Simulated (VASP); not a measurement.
Input:

```xyz
4
Lattice="1.2712 -2.2018 0.0000 1.2712 2.2018 0.0000 0.0000 0.0000 4.2045" Properties=species:S:1:pos:R:3 pbc="T T T"
B      1.2712    -0.7340     2.1032
B      1.2712     0.7340     0.0009
N      1.2712    -0.7340     3.6780
N      1.2712     0.7340     1.5758
```

Level of theory: PBE GGA with D4 dispersion, VASP's PBE PAW potentials (set 64) (plane waves; VASP 6.6.1). Run with 520 eV cut-off, 10×10×5 Γ-centred mesh, Gaussian smearing of 0.050 eV, potentials B N.

### Question
Predict the energy per atom (σ→0).

### Answer

The energy per atom (σ→0) is -8.946 eV/atom.

Only differences to runs with the same potentials and settings are physical.

The compound is BN in the wurtzite structure, a metastable high-pressure form. It was relaxed first.
